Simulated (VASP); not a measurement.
NbAl (relaxed from the rock salt structure, space group Fm-3m): computed properties

These are PBE GGA, VASP's PBE PAW potentials (set 64) (plane waves; VASP 6.6.1) values and carry that method's errors.

For NbAl, the space group comes out as Fm-3m (225) and the cell is a = b = c = 5.280 Å, α = β = γ = 90.00°. The volume per atom comes out as 18.40 Å³/atom and the band gap (over mesh and band path) is none (metal, semimetal or under 0.01 eV). The density is 5.41 g/cm³.

```
AlNb
1.0
    0.00000     2.63987     2.63987
    2.63987     0.00000     2.63987
    2.63987     2.63987     0.00000
Nb Al
1 1
Cartesian
  0.00000   0.00000   0.00000
  2.63987   2.63987   2.63987
```

The structure was generated: NbAl was put into the rock salt type (Fm-3m), which need not be its known phase. It was relaxed first, which changed the volume by -37 %. Symmetry was kept, so distortions that lower it aren't found.
